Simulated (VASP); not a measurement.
Level of theory: PBE GGA, VASP's PBE PAW potentials (set 64) (plane waves; VASP).

A VASP calculation is set up with these files.

INCAR:
```
ALGO = Normal
EDIFF = 1E-7
EDIFFG = -0.01
ENCUT = 520
GGA = PE
IBRION = 2
ISIF = 4
ISMEAR = 1
LASPH = .TRUE.
LCHARG = .FALSE.
LMAXMIX = 4
LREAL = .FALSE.
LWAVE = .FALSE.
NELM = 100
NSW = 30
PREC = Accurate
SIGMA = 0.1
SYSTEM = Y
```

KPOINTS:
```
Automatic mesh
0
Gamma
12 12 7
0 0 0
```

POSCAR:
```
Y
1
    1.8100833975    -3.1351566853     0.0000000000
    1.8100833975     3.1351566853     0.0000000000
    0.0000000000     0.0000000000     5.5872229000
Y
2
Direct
  0.3333330000   0.6666670000   0.2500000000
  0.6666670000   0.3333330000   0.7500000000
```

POTCAR, in this order: Y_sv (PBE.64 set). Program: vasp_std.

Predict the energy per atom (σ→0), band gap (on the k-mesh).

The energy per atom (σ→0) is -6426 meV/atom and the band gap (on the k-mesh) is none (metal, semimetal or under 0.01 eV).

OSZICAR:
```
...
       N       E                     dE             d eps       ncg     rms          rms(c)
DAV:   1    -0.128533030346E+02   -0.10386E-02   -0.56902E-02  2280   0.194E+00    0.169E-01
DAV:   2    -0.128526562966E+02    0.64674E-03   -0.16545E-03  2441   0.291E-01    0.972E-02
DAV:   3    -0.128523819931E+02    0.27430E-03   -0.71563E-04  2910   0.201E-01    0.670E-02
DAV:   4    -0.128523846982E+02   -0.27051E-05   -0.21917E-05  2735   0.351E-02    0.224E-02
DAV:   5    -0.128523808462E+02    0.38519E-05   -0.10893E-05  2994   0.255E-02    0.295E-03
DAV:   6    -0.128523808958E+02   -0.49598E-07   -0.37444E-07  2466   0.448E-03
   3 F= -.12852381E+02 E0= -.12851386E+02  d E =-.547262E-03
```

The compound is Y in the hcp structure. This cell is one point of a volume scan, at 0.97 of the reference volume. Symmetry was kept, so distortions that lower it aren't found.
